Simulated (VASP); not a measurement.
Input:

```
CELL_PARAMETERS angstrom
      0.00000     2.74159     2.74159
      2.74159     0.00000     2.74159
      2.74159     2.74159     0.00000
ATOMIC_POSITIONS crystal
  Si 0.25000 0.25000 0.25000
  Si 0.75000 0.75000 0.75000
  Ni 0.00000 0.00000 0.00000
```

Method: RPBE GGA, VASP's PBE PAW potentials (set 64) (plane waves; VASP 6.6.1). Settings: 520 eV cut-off, Gaussian smearing of 0.050 eV, potentials Si Ni.

### Question
Give the energies of bands 2 to 12 at the high-symmetry points, in eV from the Fermi level.

### Answer

```tsv
band	Γ	X	U	L	W
2	-4.92	-7.69	-8.62	-9.72	-8.69
3	-4.92	-7.08	-7.10	-4.50	-6.78
4	-4.92	-4.32	-4.71	-4.50	-6.39
5	-3.27	-4.32	-4.18	-3.49	-3.50
6	-3.27	-3.37	-3.55	-3.10	-3.50
7	-0.53	-3.37	-3.20	-3.10	-3.37
8	1.65	-3.21	-2.73	-1.33	-2.96
9	1.65	-2.90	-2.47	-1.33	-2.27
10	1.65	-0.45	0.18	1.78	2.14
11	2.35	1.52	3.69	1.78	2.14
12	2.35	7.69	4.60	1.78	4.74
```

It has no gap at this level: it comes out as a metal or semimetal.

The compound is NiSi2 in the fluorite structure. It was relaxed first. The run is not spin-polarised, so no magnetic state was tried.
